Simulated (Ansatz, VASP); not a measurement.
## AlN in two plane-wave programs

Aim: how closely do two programs agree when they are given the same cell, functional and k mesh? The cell is taken from a series of runs on this material, whose earlier steps may have relaxed, scaled, displaced or heated it; both programs get it as it stands.

Calculated with Ansatz 0.2.0; plane waves, with VASP 6.6.1 beside it; single point at HSE06.

## 1. The starting structure

It takes space group F-43m (No. 216, cubic). The conventional cell has a = 4.348 Å, b = 4.348 Å, c = 4.348 Å, α = 90.00°, β = 90.00°, γ = 90.00°. Nearest to Al lie 4 N at 1.88 Å. Nearest to N lie 4 Al at 1.88 Å. Farther neighbours and most contacts between anions are not listed.

## 2. Ansatz: single point, HSE06

Ansatz runs on its PAW soft_1 files.

A single point gives forces, pressure and levels at one fixed geometry, so differences don't come from the geometry; what else differs is listed under the comparison.

Contents of input.yaml:

```yaml
crystal:
  lattice:
    - [0.0, 2.1739460339, 2.1739460339]
    - [2.1739460339, 0.0, 2.1739460339]
    - [2.1739460339, 2.1739460339, 0.0]
  atoms:
    - { symbol: Al, position: [0.0, 0.0, 0.0] }
    - { symbol: "N", position: [0.75, 0.75, 0.75] }
kpoints:
  mp_grid: { grid: [7, 7, 7] }
scf:
  occupations: { method: fermi_dirac, width: 0.02 }
hamiltonian:
  xc: hse06
  pseudopotentials: { kind: paw, azcp: { folder: soft_1 } }
basis:
  ecutwfc: 600
output:
  forces: true
  stress: true
  write_density: true
  write_potential: true
  elf: true
  volumetric_format: npy
```

Launch:

```sh
> ansatz run input.yaml --threads 8 --pin off --max-ram 18432MiB --backend cpu --events-out ev --progress --plain --runs-dir out
```

Numbers of over 12 decimals in the logs are rounded to 6 here.

The program printed:

```text
Warning: output.stress: scf.convergence.dr2_threshold = 1e-7 eV (the SCF's general default) is looser than the 2e-10 eV advised for a printed stress (1e-10 eV for each atom of the cell: 2). What an SCF threshold leaves in a stress goes as its square root, and in the free energy as the threshold itself, and one threshold admits the most on a small cell: [figures from the program's tests cut] Set scf.convergence.dr2_threshold to 2e-10 eV or tighter. The threshold is an SCF's pass mark: one that does not reach it within its budget of iterations ends unconverged, or closes short of it on a stop that the run arms, and scf.convergence.dr2_threshold's page says what that costs each kind of run
Warning: output.stress: scf.exx.energy_threshold = 1e-6 eV is looser than the 2e-8 eV advised for a stress under a hybrid functional (1e-8 eV for each atom of the cell: 2). Every SCF of the exchange loop can meet its threshold on dr2 while the loop round them stops early: no threshold on dr2 bounds what that leaves in the stress. Set scf.exx.energy_threshold to 2e-8 eV or tighter. The threshold is the loop's pass mark: a loop that does not reach it within its budget of cycles ends unconverged, and scf.exx.energy_threshold's page has the law
Engine: ansatz 0.2.0, aarch64-unknown-linux-gnu
Pseudopotentials: kind: paw
Pseudopotential: Al, paw, valence charge 3, recommended cutoff 420 eV (normal), soft_1/Al.paw.azcp
Pseudopotential: N, paw, valence charge 5, recommended cutoff 420 eV (normal), soft_1/N.paw.azcp
Functional definition: HSE06
  parameter a = 0.25
  parameter omega = 0.11/bohr
  exchange = pbe_x - a*pbe_x_sr(omega) + a*exact_x_sr(omega)
  correlation = pbe_c
Crystal: 2 atoms, lattice volume = 20.548 Å³
Basis set: ecut = 600 eV, 701 PW (Γ), exchange–correlation on 50×50×50 points (8 copies of the dense FFT grid, shifted against one another)
Bands: 8, of which v1, the nominal top of the filled ones, is band 4 counted from 1 (3 counted from 0)
Symmetry: 24 space group operations
Space group: F-43m (ITA 216), of the structure as read, at distance tolerance 2.7e-5 Å
k-points: 20 of 343 (time reversal used)
Non-local potential: Al, projectors of the file, l = 0: 2, l = 1: 2, l = 2: 1
Non-local potential: N, projectors of the file, l = 0: 2, l = 1: 2, l = 2: 1
PAW form: soft (Blöchl's): semilocal exchange-correlation on the pseudo side does not see the compensation charge
PAW frozen core: Al, regenerated for the run's functional, and the local potential with it (the file was generated under x = pbe(κ = 0.804, μ = 0.219515), c = pbe(β = 0.066725))
PAW frozen core: N, regenerated for the run's functional, and the local potential with it (the file was generated under x = pbe(κ = 0.804, μ = 0.219515), c = pbe(β = 0.066725))
PAW one-centre angular grid: Al, 110 points (default); XC on 64 Gauss nodes
PAW one-centre angular grid: N, 110 points (default); XC on 64 Gauss nodes
Initial density: superposition of atomic densities (chi_scale 0.1, normalization cell, long waves kept (reshape's long-wave potential 0.00 eV rms))
Initial wavefunctions: pseudopotential atomic-orbital guess
Functional: x = pbe(κ = 0.804, μ = 0.219515), c = pbe(β = 0.066725), warm-up for x = pbe(κ = 0.804, μ = 0.219515) + 0.25 (exact − pbe) at short range (hse, ω = 0.207870 Å⁻¹), c = pbe(β = 0.066725); HSE06 as pw.x's `hse` composes it (authors' and Libxc's form: `xc: wpbeh`)
SCF iter   1: F=—  HF=-925.679370 eV  |F-HF|=—  |Δ(HF+E_count)|=         —  Δρ=1.42e-1  dr2=5.02e0  ethr=1.00e-1  ⟨swp⟩=4.6  Hψ=568  notcnv=0
preconditioner: auto → none  [insulator: Δε(μ)=5.596 eV  Ē_g=16.728 eV  σ=0.020 eV  W_gap=1.00  n_scr=0 (ndim 8)  ℏωp=23.2 eV  f_vac=0.000  D(μ)=0.00/eV (n_scr^D=0)]
SCF iter   2: F=—  HF=-924.404278 eV  |F-HF|=—  |Δ(HF+E_count)|=    1.28e0  Δρ=7.67e-2  dr2=7.20e-1  ethr=6.28e-2  ⟨swp⟩=3.0  Hψ=407  notcnv=0
iter 3 solved again at ethr=7.38e-4 eV; its pass at ethr=9.00e-3 eV (dr2=5.90e-2 eV) is discarded
SCF iter   3: F=—  HF=-924.201617 eV  |F-HF|=—  |Δ(HF+E_count)|=   2.03e-1  Δρ=2.44e-2  dr2=5.87e-2  ethr=7.38e-4  ⟨swp⟩=2.4  Hψ=693  notcnv=0  defer=2
SCF iter   4: F=-924.193589 eV  HF=-924.194399 eV  |F-HF|=8.10e-4  |Δ(HF+E_count)|=   7.22e-3  Δρ=3.58e-3  dr2=1.11e-3  ethr=7.34e-4  ⟨swp⟩=2.0  Hψ=320  notcnv=0
SCF 1 stopped early in 4 iterations: F = -924.193589 eV  dr2 = 1.11e-3
  greatest PAW one-centre occupation: 0.791 electrons in one spin orbital (limit 2), on the N atom at site 1 (counted from 0), in its partial waves of l = 0
Initial density: handed on by an earlier stage of this run
Initial wavefunctions: those handed on with the density
Functional: x = pbe(κ = 0.804, μ = 0.219515) + 0.25 (exact − pbe) at short range (hse, ω = 0.207870 Å⁻¹), c = pbe(β = 0.066725); HSE06 as pw.x's `hse` composes it (authors' and Libxc's form: `xc: wpbeh`)
Exchange kernel: α = 0.2500, screened, ω = 0.2079 Å⁻¹, Wigner–Seitz truncation, v(0) = 1045.6640 eV·Å³, q-mesh 7×7×7, nearest image of the exchange supercell L = 21.52 Å, pair-density grid 15×15×15, without the augmentation charges, whose exchange is taken in its separable form by FFT convolution over the k-point mesh (sized by the pseudopotential files, 24×24×24 at the most), smooth part of the exact exchange by density-matrix convolution
Frozen-core exchange: fock
SCF iter   1: F=—  HF=-924.667034 eV  |F-HF|=—  |Δ(HF+E_count)|=         —  Δρ=3.94e-3  dr2=3.55e-3  ethr=1.38e-4  ⟨swp⟩=4.8  Hψ=614  notcnv=0
preconditioner: auto → none  [insulator: Δε(μ)=4.887 eV  Ē_g=17.710 eV  σ=0.020 eV  W_gap=1.00  n_scr=0 (ndim 8)  ℏωp=23.2 eV  f_vac=0.000  D(μ)=0.00/eV (n_scr^D=0)]
SCF iter   2: F=—  HF=-924.665848 eV  |F-HF|=—  |Δ(HF+E_count)|=   1.19e-3  Δρ=8.52e-4  dr2=3.61e-4  ethr=4.04e-5  ⟨swp⟩=2.0  Hψ=321  notcnv=0
SCF iter   3: F=—  HF=-924.668319 eV  |F-HF|=—  |Δ(HF+E_count)|=   2.47e-3  Δρ=1.05e-3  dr2=1.02e-4  ethr=1.51e-6  ⟨swp⟩=4.0  Hψ=505  notcnv=0
SCF iter   4: F=—  HF=-924.668288 eV  |F-HF|=—  |Δ(HF+E_count)|=   3.11e-5  Δρ=6.55e-5  dr2=3.40e-6  ethr=1.22e-6  ⟨swp⟩=2.0  Hψ=240  notcnv=0
SCF iter   5: F=-924.668315 eV  HF=-924.668315 eV  |F-HF|=1.82e-7  |Δ(HF+E_count)|=   2.65e-5  Δρ=7.09e-5  dr2=5.44e-7  ethr=1.22e-8  ⟨swp⟩=4.0  Hψ=386  notcnv=0
SCF 2 stopped early in 5 iterations: F = -924.668315 eV  dr2 = 5.44e-7
hybrid outer 1: dexx = +2.816e-3 eV, tail = 3.40e-6 eV
Exchange kernel: α = 0.2500, screened, ω = 0.2079 Å⁻¹, Wigner–Seitz truncation, v(0) = 1045.6640 eV·Å³, q-mesh 7×7×7, nearest image of the exchange supercell L = 21.52 Å, pair-density grid 15×15×15, without the augmentation charges, whose exchange is taken in its separable form by FFT convolution over the k-point mesh (sized by the pseudopotential files, 24×24×24 at the most), smooth part of the exact exchange by density-matrix convolution
Frozen-core exchange: fock
SCF iter   1: F=—  HF=-924.668308 eV  |F-HF|=—  |Δ(HF+E_count)|=         —  Δρ=1.47e-5  dr2=9.77e-9  ethr=2.13e-7  ⟨swp⟩=4.2  Hψ=426  notcnv=0
preconditioner: auto → none  [insulator: Δε(μ)=4.891 eV  Ē_g=17.701 eV  σ=0.020 eV  W_gap=1.00  n_scr=0 (ndim 8)  ℏωp=23.2 eV  f_vac=0.000  D(μ)=0.00/eV (n_scr^D=0)]
SCF iter   2: F=-924.668308 eV  HF=-924.668308 eV  |F-HF|=3.68e-9  |Δ(HF+E_count)|=   2.18e-8  Δρ=6.76e-6  dr2=4.22e-9  ethr=1.05e-10  ⟨swp⟩=3.2  Hψ=347  notcnv=0
SCF 3 converged in 2 iterations: F = -924.668308 eV  dr2 = 4.22e-9
  Residual-converged pass: ⟨swp⟩=3.0  Hψ=292  notcnv=0  max |occ|·‖R‖ = 2.3e-6 eV (tolerance 2.4e-6 eV)  dr2=4.23e-9  dr2_onsite=3.90e-10  max |Δocc| = 0.0e0
hybrid outer 2: dexx = +1.407e-8 eV, tail = 9.50e-9 eV, Δε = 8.24e-4 eV (about 5.68e-5 eV left of the loop's levels)
hybrid SCF converged: 2 outer / 7 inner (+4 warm-up), last move |dexx| = 1.41e-8 eV, tail = 9.50e-9 eV
Stability not checked: this state was not tested for a lower state beside it, because the functional holds exact exchange (a hybrid, or Hartree-Fock), whose exchange loop this test does not read (fock_operator; see scf.lower_state_search)
Free energy (F): -924.668308 eV
Frozen-core exchange: fock
Harris-Foulkes:  -924.668308 eV  (|F-HF|=3.68e-9)
Internal energy: -924.668308 eV  (E = F + TS)
E sigma→0 (E₀):  -924.668308 eV
Fermi energy:    8.610157 eV
--- Per-component energies (eV) ---
  E_band       = 4.975258
  E_kinetic    = 157.794815
  E_local      = -207.585703  (includes V_loc(G=0)·N_el)
  E_nonlocal   = 43.764488
  E_hartree    = 77.056434
  E_xc         = -80.562538
  E_vxc        = -86.349349  (∫ρ·V_xc dr)
  E_exx        = -17.982964  (= α·E_x^exact, valence–valence)
  E_paw        = -599.111462  (= ΣΔE_a)
  E_vpaw       = -20.795667  (= ΣTr[D̂ρ^β])
  E_aug_tail   = 0.000011  (compensation charges beyond the density's cutoff)
  E_ewald      = -297.974395
  E_core_change = -0.066995  (= ΣΔE_core)
  E_smearing   = -0.000000  (= −TS)
  E_closure    = 0.000000  (closes the sum)
  Σ components = -924.668308   (vs F -924.668308, Δ=0.00e0)
--- Forces (eV/Å), atoms counted from 1 ---
  atom   1  Al    -0.00000000     0.00000000     0.00000000
  atom   2  N      0.00000000    -0.00000000     0.00000000
  max |Σ_I F_I| component: 2.41e-16 eV/Å
--- Stress (GPa, compression-positive) ---
        2.538416      -0.000000      -0.000000
        0.000000       2.538416       0.000000
       -0.000000       0.000000       2.538416
  P = ⅓ Tr σ = 2.5384 GPa (25.384 kbar)
--- Band table (eV; the first three rows and the last of 20) ---
  k-point 0: bands = ["-10.3390", "6.1708", "6.1708", "6.1708", "11.8658", "20.6138"]
  k-point 1: bands = ["-10.0201", "4.6310", "6.0617", "6.0617", "13.0590", "19.8910"]
  k-point 2: bands = ["-9.1770", "2.0190", "5.8349", "5.8349", "14.5477", "18.7567"]
  k-point 19: bands = ["-7.4516", "1.8834", "2.1642", "4.0351", "13.5805", "18.5870"]
  guard bands above this table: 2 of the run's 8 bands. The solve was not asked for them (output.publish_guard_bands: true or output.eigenvalues: true publishes all)
```

The run ends at a pressure of 2.54 GPa.

## 3. VASP: single point, HSE06

The same cell, functional, mesh and smearing now go to VASP, with its own data sets.

Lines of VASP's logs that name or quote its potential files are left out, and so is its time.

The run reads the wave functions of an earlier VASP run, which isn't shown here.

Contents of INCAR:

```
SYSTEM = AlN
PREC = Accurate
ENCUT = 520
EDIFF = 1E-06
NELM = 100
ISMEAR = -1
SIGMA = 0.02
LREAL = .FALSE.
ALGO = Normal
LHFCALC = .TRUE.
AEXX = 0.25
GGA = PE
HFSCREEN = 0.208
LASPH = .TRUE.
NBANDS = 10
PRECFOCK = Fast
LORBIT = 11
LWAVE = .FALSE.
LCHARG = .FALSE.
KPAR = 8
ISIF = 2
```

Contents of POSCAR:

```
AlN
1.0
    0.0000000000      2.1739460339      2.1739460339
    2.1739460339      0.0000000000      2.1739460339
    2.1739460339      2.1739460339      0.0000000000
Al N
1 1
Direct
    0.0000000000      0.0000000000      0.0000000000
    0.7500000000      0.7500000000      0.7500000000
```

Contents of KPOINTS:

```
Automatic mesh
0
Gamma
7 7 7
0 0 0
```

PAW data sets: Al and N (PBE family, release 64).

Launch:

```sh
> mpirun -np 8 vasp_std
```

The program printed:

```text
[banner, memory and clock lines left out]
running    8 mpi-ranks, on    1 nodes
 distrk:  each k-point on    1 cores,    8 groups
 distr:  one band on    1 cores,    1 groups

 POSCAR found type information on POSCAR AlN
 POSCAR found :  2 types and       2 ions
|                                                                             |
|           W    W    AA    RRRRR   N    N  II  N    N   GGGG   !!!           |
|           W    W   A  A   R    R  NN   N  II  NN   N  G    G  !!!           |
|           W    W  A    A  R    R  N N  N  II  N N  N  G       !!!           |
|           W WW W  AAAAAA  RRRRR   N  N N  II  N  N N  G  GGG   !            |
|           WW  WW  A    A  R   R   N   NN  II  N   NN  G    G                |
|           W    W  A    A  R    R  N    N  II  N    N   GGGG   !!!           |
|                                                                             |
|     For optimal performance we recommend to set                             |
|       NCORE = 2 up to number-of-cores-per-socket                            |
|     NCORE specifies how many cores store one orbital (NPAR=cpu/NCORE).      |
|     This setting can greatly improve the performance of VASP for DFT.       |
|     The default, NCORE=1 might be grossly inefficient on modern             |
|     multi-core architectures or massively parallel machines. Do your        |
|     Unfortunately you need to use the default for GW and RPA                |
|     calculations (for HF NCORE is supported but not extensively tested      |
|     yet).                                                                   |
|                                                                             |

 LDA part: xc-table for (Slater+PW92), standard interpolation
 found WAVECAR, reading the header
 POSCAR, INCAR and KPOINTS ok, starting setup
 FFT: planning ... GRIDC
 FFT: planning ... GRID_SOFT
 FFT: planning ... GRID
 reading WAVECAR
 the WAVECAR file was read successfully
 initial charge from wavefunction
 entering main loop
       N       E                     dE             d eps       ncg     rms          rms(c)
DAV:   1    -0.173917489293E+02   -0.17392E+02   -0.55960E-01   448   0.473E+00    0.889E+00
DAV:   2    -0.173946291299E+02   -0.28802E-02   -0.81022E-03   432   0.810E-01    0.574E+00
DAV:   3    -0.173940458993E+02    0.58323E-03   -0.18847E-04   458   0.119E-01    0.358E+00
DAV:   4    -0.173938249456E+02    0.22095E-03   -0.50702E-05   464   0.551E-02    0.210E+00
DAV:   5    -0.173937507811E+02    0.74165E-04   -0.19056E-05   554   0.353E-02    0.121E+00
DAV:   6    -0.173937257996E+02    0.24981E-04   -0.60911E-06   482   0.218E-02    0.703E-01
DAV:   7    -0.173937174110E+02    0.83886E-05   -0.21883E-06   402   0.128E-02    0.404E-01
DAV:   8    -0.173937150346E+02    0.23764E-05   -0.65414E-07   206   0.753E-03    0.239E-01
DAV:   9    -0.173937141415E+02    0.89316E-06   -0.38501E-07   208   0.548E-03
   1 F= -.17393714E+02 E0= -.17393714E+02  d E =-.261277E-10
```

OUTCAR, selected parts (step 3):

```text
ion  position               nearest neighbor table
   1  0.000  0.000  0.000-   2 1.88   2 1.88   2 1.88   2 1.88
   2  0.750  0.750  0.750-   1 1.88   1 1.88   1 1.88   1 1.88

  LATTYP: Found a face centered cubic cell.
 ALAT       =     4.3478920678

 Subroutine GETGRP returns: Found 24 space group operations
 (whereof 24 operations were pure point group operations)

The static configuration has the point symmetry T_d .

 Found     20 irreducible k-points:

   k-points           NKPTS =     20   k-points in BZ     NKDIM =    343   number of bands    NBANDS=     10

   dimension x,y,z NGX =    24 NGY =   24 NGZ =   24
   dimension x,y,z NGXF=    48 NGYF=   48 NGZF=   48

   ENCUT  =  520.0 eV  38.22 Ry    6.18 a.u.   5.72  5.72  5.72*2*pi/ulx,y,z

   NELECT =       8.0000    total number of electrons

 k-points in reciprocal lattice and weights: Automatic mesh
   0.00000000  0.00000000  0.00000000       0.003
   0.14285714  0.00000000  0.00000000       0.023
   0.28571429  0.00000000  0.00000000       0.023
   0.42857143  0.00000000  0.00000000       0.023
   0.14285714  0.14285714  0.00000000       0.017
   0.28571429  0.14285714  0.00000000       0.070
   0.42857143  0.14285714  0.00000000       0.070
  -0.42857143  0.14285714  0.00000000       0.070
  -0.28571429  0.14285714  0.00000000       0.070
[...]
-0.42857143  0.42857143  0.14285714       0.070
  -0.28571429  0.42857143  0.14285714       0.070

  exchange ACFDT corr.  =         0.00000000  see jH, gK, PRB 81, 115126

 average (electrostatic) potential at core
       1 -67.4763       2 -54.7352

 E-fermi :   5.5616

 k-point     1 :       0.0000    0.0000    0.0000
  band No.  band energies     occupation
      1     -11.3895      2.00000
      2       5.1710      2.00000
      3       5.1710      2.00000
      4       5.1711      2.00000
      5      10.8570      0.00000
      6      19.5578      0.00000
      7      19.5578      0.00000
      8      19.5578      0.00000
      9      24.8894      0.00000
    ...

 k-point     2 :       0.1429    0.0000    0.0000
  band No.  band energies     occupation
      1     -11.0682      2.00000
      2       3.6223      2.00000
      3       5.0593      2.00000
      4       5.0593      2.00000
      5      12.0486      0.00000
      6      18.8456      0.00000
      7      19.7687      0.00000
      8      19.7687      0.00000
      9      23.0762      0.00000
    ...

 k-point     3 :       0.2857    0.0000    0.0000
  band No.  band energies     occupation
      1     -10.2181      2.00000
      2       0.9945      2.00000
      3       4.8277      2.00000
      4       4.8278      2.00000
      5      13.5309      0.00000
      6      17.7344      0.00000
      7      19.0184      0.00000
      8      19.0184      0.00000
      9      23.9189      0.00000
    ...

  Total        0.3148121      0.3148121      0.3148121      0.0000000      0.0000000      0.0000000
  in kB       24.5462845     24.5462845     24.5462845      0.0000000      0.0000000      0.0000000
  external PRESSURE =      24.5462845 kB  Pullay stress =       0.0000000 kB

  energy-cutoff  :      520.00
  volume of cell :       20.55
      direct lattice vectors                 reciprocal lattice vectors
     0.000000000  2.173946034  2.173946034    -0.229996510  0.229996510  0.229996510
     2.173946034  0.000000000  2.173946034     0.229996510 -0.229996510  0.229996510
     2.173946034  2.173946034  0.000000000     0.229996510  0.229996510 -0.229996510

 POSITION                                       TOTAL-FORCE (eV/Angst)
 -----------------------------------------------------------------------------------
      0.00000      0.00000      0.00000         0.000000      0.000000      0.000000
      3.26092      3.26092      3.26092        -0.000000     -0.000000     -0.000000
 -----------------------------------------------------------------------------------
    total drift:                               -0.000001      0.000001     -0.000000

  FREE ENERGIE OF THE ION-ELECTRON SYSTEM (eV)
  ---------------------------------------------------
  free  energy   TOTEN  =       -17.3937141415 eV

  energy  without entropy=      -17.3937141414  energy(sigma->0) =      -17.39371414

 total charge
# of ion       s       p       d       tot
------------------------------------------
    1        0.425   0.470   0.000   0.895
    2        1.224   2.661   0.000   3.886
--------------------------------------------------
tot          1.650   3.131   0.000   4.781

[... 3 further parts left out ...]
```

The gap is read on the k-mesh alone, so it is an upper bound where the band edges lie off the mesh. The PAW data sets were made with PBE, which is usual practice but a small mismatch for other functionals.

## 4. Differences

Known differences besides the potentials themselves: exact exchange at q = 0 is treated differently, which shows on coarse meshes; VASP keeps PBE cores, Ansatz makes them for the functional; the cutoff is 600 eV in Ansatz and 520 eV in VASP; VASP takes a coarser grid for exact exchange (PRECFOCK = Fast). Total energies have different zeros and are not compared.

Both answers:

```
              quantity  Ansatz   VASP  difference
        pressure (GPa)    2.54   2.45       +0.08
gap on the k mesh (eV)   4.891  4.890      +0.001
```

A gap on the mesh is an upper bound, since the band edges may lie between its points.

## 5. Results

| Item | Value |
| --- | --- |
| difference in gap on the k mesh (single point, HSE06) | 9.0e-4 eV |

What this shows: The difference in gap on the k mesh is 9.0e-4 eV (single point, HSE06), within the 0.08 eV picked in this series as the mark of a large difference. How closely two codes agree says nothing of how well the functional describes the real material.

[Lines on the potential files, build, host, timing and source positions are cut from VASP's logs without a mark.]

[Logs are printed without paths, hosts, clocks, repeated set-up lines and the standing remarks that a program may print on its own settings, such as how far it seeks lower states.]

[Hosts, paths, dates, database ids (printed as entryN), source tags and the programs' standing remarks are cut or masked in the printed files.]
